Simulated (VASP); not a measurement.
Given:

```
Nb
1.0
    0.00000     2.10422     2.10422
    2.10422     0.00000     2.10422
    2.10422     2.10422     0.00000
Nb
1
Direct
  0.00000   0.00000   0.00000
```

Method: r2SCAN meta-GGA with spin-orbit coupling, VASP's PBE PAW potentials (set 64) (plane waves; VASP). Settings: 400 eV cut-off, 13×13×13 Γ-centred mesh, Gaussian smearing of 0.050 eV, potentials Nb_sv.

Problem. Give the energies of bands 9 to 19 at the high-symmetry points, in eV from the Fermi level.

Solution. 
| band | Γ | X | U | L | W |
|---|---|---|---|---|---|
| 9 | -6.55 | -4.22 | -3.21 | -4.03 | -2.75 |
| 10 | -6.55 | -4.22 | -3.21 | -4.03 | -2.75 |
| 11 | 0.15 | -3.51 | -2.35 | -0.02 | -1.21 |
| 12 | 0.15 | -3.51 | -2.35 | -0.02 | -1.21 |
| 13 | 0.15 | 3.73 | 0.58 | 0.11 | -1.16 |
| 14 | 0.15 | 3.73 | 0.58 | 0.11 | -1.16 |
| 15 | 0.26 | 5.05 | 3.08 | 1.33 | 2.16 |
| 16 | 0.26 | 5.05 | 3.08 | 1.33 | 2.16 |
| 17 | 3.04 | 5.47 | 4.63 | 4.96 | 5.54 |
| 18 | 3.04 | 5.47 | 4.63 | 4.96 | 5.54 |
| 19 | 3.04 | 5.60 | 8.96 | 5.05 | 10.52 |

It has no gap at this level: it comes out as a metal or semimetal.

The structure comes from a measured Nb entry (Fm-3m) of the Crystallography Open Database, whose conditions weren't checked. It was relaxed first.
